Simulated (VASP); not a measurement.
A run of VASP 6.6.1 is set up as follows.

Contents of INCAR:

```
SYSTEM = KCdCO3F
PREC = Accurate ; ENCUT = 600
EDIFF = 1E-7 ; ISMEAR = 0
SIGMA = 0.02 ; LREAL = .FALSE.
LASPH = .TRUE. ; NELM = 80
ALGO = Normal ; ISIF = 3
LWAVE = .FALSE. ; LCHARG = .FALSE.
METAGGA = R2SCAN ; LMIXTAU = .TRUE.
IBRION = 2 ; NSW = 80
EDIFFG = -0.004
```

The input KPOINTS:

```
regular mesh
0
G
  6 6 6
  0 0 0
```

The input POSCAR:

```
KCdCO3F
1.0
    5.1324000000      0.0000000000      0.0000000000
   -2.5662000000      4.4447887800      0.0000000000
    0.0000000000      0.0000000000      4.4324000000
K Cd C O F
1 1 1 3 1
Direct
    0.0000000000      0.0000000000      0.0000000000
    0.6666666700      0.3333333300      0.5000000000
    0.3333333300      0.6666666700      0.5000000000
    0.1925000000      0.3850000000      0.5000000000
    0.1925000000      0.8075000000      0.5000000000
    0.6150000000      0.8075000000      0.5000000000
    0.6666666700      0.3333333300      0.0000000000
```

Potentials or basis: VASP PAW PBE potentials, release 64 (K_sv, Cd, C, O, F).

The run is started by

```sh
$ cat potpaw_PBE.64/K_sv/POTCAR potpaw_PBE.64/Cd/POTCAR potpaw_PBE.64/C/POTCAR potpaw_PBE.64/O/POTCAR potpaw_PBE.64/F/POTCAR > POTCAR
$ mpirun -np 1 vasp_std > vasp.out
```

**Question.** Estimate the space group after relaxing (to 0.05 Å).

**Answer.** P-6m2 (No. 187).

**Question.** Estimate the relaxed cell.

**Answer.** a = 5.047 Å, b = 5.047 Å, c = 4.431 Å, α = 90.00°, β = 90.00°, γ = 120.00°.

**Question.** Predict the relaxed volume.

**Answer.** 13.97 Å³/atom.

Final structure:
```xyz
7
Lattice="5.0472 0.0000 0.0000 -2.5236 4.3710 0.0000 0.0000 0.0000 4.4311" Properties=species:S:1:pos:R:3 pbc="T T T"
K     0.0000    0.0000    0.0000
Cd    2.5236    1.4570    2.2156
C     0.0000    2.9140    2.2156
O     0.0000    1.6259    2.2156
O    -1.1156    3.5581    2.2156
O     1.1156    3.5581    2.2156
F     2.5236    1.4570    0.0000
```

Caveat: the standard files for N, O and F lose accuracy on very short bonds; the PAW data sets were made with another functional, which shifts forces and pressure a little.
